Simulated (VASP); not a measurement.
Crystal: Al2O3.

```
CELL_PARAMETERS angstrom
2.37700 1.37236 4.33000
-2.37700 1.37236 4.33000
0.00000 -2.74472 4.33000
ATOMIC_POSITIONS crystal
Al 0.85228 0.85228 0.85228
Al 0.64772 0.64772 0.64772
Al 0.14772 0.14772 0.14772
Al 0.35228 0.35228 0.35228
O 0.05640 0.44360 0.75000
O 0.75000 0.05640 0.44360
O 0.44360 0.75000 0.05640
O 0.94360 0.55640 0.25000
O 0.25000 0.94360 0.55640
O 0.55640 0.25000 0.94360
```

Base run:

```yaml
Program: VASP 6.6.1
Functional: TB-mBJ
Potentials_or_basis: VASP PAW PBE potentials, release 64 (Al, O)
Cutoff: 520 eV
k_mesh: 4 × 4 × 4
Occupations: fermi-dirac, width 0.05 eV
Spin: no spin polarisation
```

Its results: band gap on the k mesh 7.99 eV, direct.

**Question.** The run is repeated on the same cell with these changes: functional from TB-mBJ to PBE. What comes out?

**Answer.** Band gap on the k mesh 6.26 eV, direct.

A k mesh can miss the band edges.

Not every run made on this cell is shown here.
